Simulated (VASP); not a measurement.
Method: PBE GGA with D3 dispersion (Becke-Johnson damping), VASP's PBE PAW potentials (set 64) (plane waves; VASP).

VASP ran on this input.

### INCAR
```
! general
SYSTEM   =  HfB2
PREC     =  Accurate
ENCUT    =  520
LREAL    =  .FALSE.
LASPH    =  .TRUE.

! electronic loop
EDIFF    =  1E-7
NELM     =  100
ALGO     =  Normal
LMAXMIX  =  6

! smearing
ISMEAR   =  1
SIGMA    =  0.1

! functional
GGA      =  PE
IVDW     =  12

! ions
IBRION   =  2
NSW      =  30
ISIF     =  4
EDIFFG   =  -0.01

! output
LWAVE    =  .FALSE.
LCHARG   =  .FALSE.
```

**KPOINTS**
```
Automatic mesh
0
G
  11 11 9
```

POSCAR:
```
HfB2
1
    1.5277436892    -2.6461299135     0.0000000000
    1.5277436892     2.6461299135     0.0000000000
    0.0000000000     0.0000000000     3.3877990433
Hf B
1 2
Direct
  0.0000000000   0.0000000000   0.0000000000
  0.3333330000   0.6666670000   0.5000000000
  0.6666670000   0.3333330000   0.5000000000
```

POTCAR, in this order: Hf_pv B (PBE.64 set). Program: vasp_std.

What VASP printed:

File OUTCAR:
```
 ion  position               nearest neighbor table
   1  0.000  0.000  0.000-   2 2.45   3 2.45   2 2.45   3 2.45   3 2.45   3 2.45   2 2.45   2 2.45
                             3 2.45   3 2.45   2 2.45   2 2.45
   2  0.333  0.667  0.500-   3 1.76   3 1.76   3 1.76   1 2.45   1 2.45   1 2.45   1 2.45   1 2.45
                             1 2.45
   3  0.667  0.333  0.500-   2 1.76   2 1.76   2 1.76   1 2.45   1 2.45   1 2.45   1 2.45   1 2.45
                             1 2.45
  LATTYP: Found a hexagonal cell.
 ALAT       =     3.0554875714
 C/A-ratio  =     1.1087589015
 Subroutine PRICEL returns:
 Original cell was already a primitive cell.
 Subroutine GETGRP returns: Found 24 space group operations
The static configuration has the point symmetry D_6h.
The dynamic configuration has the point symmetry D_6h.
 Subroutine INISYM returns: Found 24 space group operations
 Subroutine IBZKPT returns following result:
 Found     80 irreducible k-points:

 Following reciprocal coordinates:
            Coordinates               Weight
  0.000000  0.000000  0.000000      1.000000
  0.090909 -0.000000  0.000000      6.000000
  0.181818  0.000000  0.000000      6.000000
  0.272727 -0.000000  0.000000      6.000000
  0.363636 -0.000000  0.000000      6.000000
  0.454545  0.000000  0.000000      6.000000
  0.090909  0.090909  0.000000      6.000000
  0.181818  0.090909  0.000000     12.000000
  0.272727  0.090909  0.000000     12.000000
  0.363636  0.090909  0.000000     12.000000
  0.454545  0.090909  0.000000      6.000000
  0.181818  0.181818  0.000000      6.000000
  0.272727  0.181818  0.000000     12.000000
  0.363636  0.181818  0.000000     12.000000
  0.272727  0.272727  0.000000      6.000000
  0.363636  0.272727  0.000000      6.000000
  0.000000  0.000000  0.111111      2.000000
  0.090909 -0.000000  0.111111     12.000000
  0.181818  0.000000  0.111111     12.000000
  0.272727 -0.000000  0.111111     12.000000
  0.363636 -0.000000  0.111111     12.000000
  0.454545  0.000000  0.111111     12.000000
  0.090909  0.090909  0.111111     12.000000
  0.181818  0.090909  0.111111     24.000000
  0.272727  0.090909  0.111111     24.000000
  0.363636  0.090909  0.111111     24.000000
  0.454545  0.090909  0.111111     12.000000
  0.181818  0.181818  0.111111     12.000000
  0.272727  0.181818  0.111111     24.000000
  0.363636  0.181818  0.111111     24.000000
  0.272727  0.272727  0.111111     12.000000
  0.363636  0.272727  0.111111     12.000000
  0.000000  0.000000  0.222222      2.000000
  0.090909 -0.000000  0.222222     12.000000
  0.181818  0.000000  0.222222     12.000000
  0.272727 -0.000000  0.222222     12.000000
  0.363636 -0.000000  0.222222     12.000000
  0.454545  0.000000  0.222222     12.000000
  0.090909  0.090909  0.222222     12.000000
  0.181818  0.090909  0.222222     24.000000
   k-points           NKPTS =     80   k-points in BZ     NKDIM =     80   number of bands    NBANDS=     12
   number of dos      NEDOS =    301   number of ions     NIONS =      3
   total plane-waves  NPLWV =  16128
   dimension x,y,z NGX =    24 NGY =   24 NGZ =   28
   dimension x,y,z NGXF=    48 NGYF=   48 NGZF=   56
   ions per type =               1   2
   PREC   = accura    normal or accurate (medium, high low for compatibility)
   ISTART =      0    job   : 0-new  1-cont  2-samecut
   ICHARG =      2    charge: 1-file 2-atom 10-const
   ISPIN  =      1    spin polarized calculation?
   LNONCOLLINEAR =      F non collinear calculations
   LSORBIT =      F    spin-orbit coupling
   INIWAV =      1    electr: 0-lowe 1-rand  2-diag
   ENCUT  =  520.0 eV  38.22 Ry    6.18 a.u.   5.68  5.68  6.30*2*pi/ulx,y,z
...
```

### OSZICAR
```
       N       E                     dE             d eps       ncg     rms          rms(c)
DAV:   1     0.286855075220E+02    0.28686E+02   -0.85061E+03  1920   0.128E+03
DAV:   2    -0.270725100962E+02   -0.55758E+02   -0.52481E+02  2320   0.245E+02
DAV:   3    -0.287129143776E+02   -0.16404E+01   -0.16196E+01  2512   0.323E+01
DAV:   4    -0.287249841215E+02   -0.12070E-01   -0.12059E-01  2324   0.293E+00
DAV:   5    -0.287250991837E+02   -0.11506E-03   -0.11504E-03  2464   0.230E-01    0.603E+01
DAV:   6    -0.263601391447E+02    0.23650E+01   -0.51490E+00  2272   0.158E+01    0.435E+01
DAV:   7    -0.263163001315E+02    0.43839E-01   -0.19024E+00  2396   0.991E+00    0.118E+01
DAV:   8    -0.262281834473E+02    0.88117E-01   -0.57333E-01  2268   0.555E+00    0.212E+00
DAV:   9    -0.262233941182E+02    0.47893E-02   -0.35018E-02  2220   0.154E+00    0.260E-01
DAV:  10    -0.262233603535E+02    0.33765E-04   -0.83630E-04  2340   0.264E-01    0.373E-01
DAV:  11    -0.262233615137E+02   -0.11602E-05   -0.84461E-05  2276   0.758E-02    0.188E-01
DAV:  12    -0.262233575435E+02    0.39702E-05   -0.75503E-06  2368   0.252E-02    0.206E-02
DAV:  13    -0.262233577191E+02   -0.17559E-06   -0.36776E-07  2292   0.595E-03    0.246E-03
DAV:  14    -0.262233577234E+02   -0.43146E-08   -0.45163E-09  1304   0.646E-04
   1 F= -.27403018E+02 E0= -.27403006E+02  d E =-.274030E+02
       N       E                     dE             d eps       ncg     rms          rms(c)
DAV:   1    -0.262246987438E+02   -0.13410E-02   -0.67198E-02  2056   0.229E+00    0.333E-01
DAV:   2    -0.262241901898E+02    0.50855E-03   -0.86881E-04  2344   0.270E-01    0.144E-01
DAV:   3    -0.262239726384E+02    0.21755E-03   -0.22290E-04  2336   0.123E-01    0.438E-02
DAV:   4    -0.262239595767E+02    0.13062E-04   -0.27140E-05  2512   0.438E-02    0.266E-02
DAV:   5    -0.262239593113E+02    0.26542E-06   -0.12983E-06  2232   0.946E-03    0.126E-02
DAV:   6    -0.262239592942E+02    0.17077E-07   -0.69899E-08  1432   0.270E-03
   2 F= -.27403510E+02 E0= -.27403469E+02  d E =-.492146E-03
       N       E                     dE             d eps       ncg     rms          rms(c)
DAV:   1    -0.262239917255E+02   -0.32414E-04   -0.23405E-03  2060   0.427E-01    0.632E-02
DAV:   2    -0.262239738744E+02    0.17851E-04   -0.30311E-05  2336   0.504E-02    0.269E-02
DAV:   3    -0.262239663128E+02    0.75616E-05   -0.77939E-06  2344   0.230E-02    0.806E-03
DAV:   4    -0.262239659015E+02    0.41135E-06   -0.94177E-07  2520   0.816E-03    0.491E-03
DAV:   5    -0.262239659071E+02   -0.55793E-08   -0.41657E-08  1136   0.175E-03
   3 F= -.27403536E+02 E0= -.27403500E+02  d E =-.518842E-03
```

### OUTCAR
```
------------------------ aborting loop because EDIFF is reached ----------------------------------------
 Edisp (eV)   -1.17957
  FORCE on cell =-STRESS in cart. coord.  units (eV):
  Direction    XX          YY          ZZ          XY          YZ          ZX
  --------------------------------------------------------------------------------------
  Total       3.13715     3.13715     3.13661    -0.00000     0.00000     0.00000
  in kB     183.50012   183.50016   183.46872    -0.00000     0.00000     0.00000
  external pressure =      183.49 kB  Pullay stress =        0.00 kB
  volume of cell :       27.39
      direct lattice vectors                 reciprocal lattice vectors
     1.530042558 -2.650111690  0.000000000     0.326788296 -0.188671293  0.000000000
     1.530042558  2.650111690  0.000000000     0.326788296  0.188671293 -0.000000000
    -0.000000000  0.000000000  3.377626420    -0.000000000 -0.000000000  0.296065898
 POSITION                                       TOTAL-FORCE (eV/Angst)
 -----------------------------------------------------------------------------------
      0.00000      0.00000      0.00000         0.000000     -0.000000      0.000000
      1.53004      0.88337      1.68881        -0.000000     -0.000000      0.000000
      1.53004     -0.88337      1.68881        -0.000000      0.000000     -0.000000
 -----------------------------------------------------------------------------------
    total drift:                                0.000000     -0.000000      0.000000
  FREE ENERGIE OF THE ION-ELECTRON SYSTEM (eV)
  ---------------------------------------------------
  free  energy   TOTEN  =       -27.4035364234 eV

  energy  without entropy=      -27.4034281066  energy(sigma->0) =      -27.40350032

 reached required accuracy - stopping structural energy minimisation
```
(Selected blocks of OUTCAR.)

**CONTCAR**
```
HfB2
   1.00000000000000
     1.5300425579431163   -2.6501116903331434    0.0000000000000000
     1.5300425579431163    2.6501116903331434    0.0000000000000000
    -0.0000000000000000    0.0000000000000000    3.3776264202117163
  Hf              B
     1     2
Direct
     0.0000000000000000    0.0000000000000000    0.0000000000000000
     0.3333330000000032    0.6666669999999968    0.5000000000000000
     0.6666669999999968    0.3333330000000032    0.5000000000000000
```

**OUTCAR**
```
 val. band max:        8.1750629374   @ k =   0.0000   0.0000   0.2222

 cond. band min:       8.3125133124   @ k =   0.2727   0.1818   0.0000


 Fermi energy:         8.2883747842

 k-point     1 :       0.0000    0.0000    0.0000
  band No.  band energies     occupation
      1     -22.0515      2.00000
      2     -21.4456      2.00000
      3     -21.4456      2.00000
      4      -5.8869      2.00000
      5       5.1277      2.00000
      6       5.2230      2.00000
      7       5.2230      2.00000
      8       5.6240      2.00000
      9      12.7714      0.00000
     10      12.7715      0.00000
     11      13.4802      0.00000
     12      13.4802      0.00000

 k-point     2 :       0.0909   -0.0000    0.0000
  band No.  band energies     occupation
      1     -22.0374      2.00000
      2     -21.5316      2.00000
      3     -21.4642      2.00000
      4      -5.6924      2.00000
      5       4.7247      2.00000
      6       5.2266      2.00000
      7       5.3191      2.00000
      8       5.4331      2.00000
      9      12.0779      0.00000
     10      12.6098      0.00000
     11      12.6300      0.00000
     12      13.0146      0.00000

 k-point     3 :       0.1818    0.0000    0.0000
  band No.  band energies     occupation
      1     -21.9992      2.00000
      2     -21.7558      2.00000
      3     -21.5139      2.00000
      4      -5.1395      2.00000
      5       3.5712      2.00000
      6       4.9903      2.00000
      7       5.1936      2.00000
      8       5.7396      2.00000
      9      10.8843      0.00000
     10      12.2787      0.00000
     11      12.3398      0.00000
     12      13.0278      0.00000

 k-point     4 :       0.2727   -0.0000    0.0000
  band No.  band energies     occupation
      1     -22.0363      2.00000
      2     -21.9487      2.00000
      3     -21.5782      2.00000
      4      -4.3020      2.00000
      5       2.2035      2.00000
      6       4.5144      2.00000
...
```

Unless said otherwise, spin-orbit coupling is left out, though it shifts the bands of the heavy elements here.

The compound is HfB2 in the AlB2 type structure. This cell is one point of a volume scan, at 0.94 of the reference volume. Symmetry was kept, so distortions that lower it aren't found.
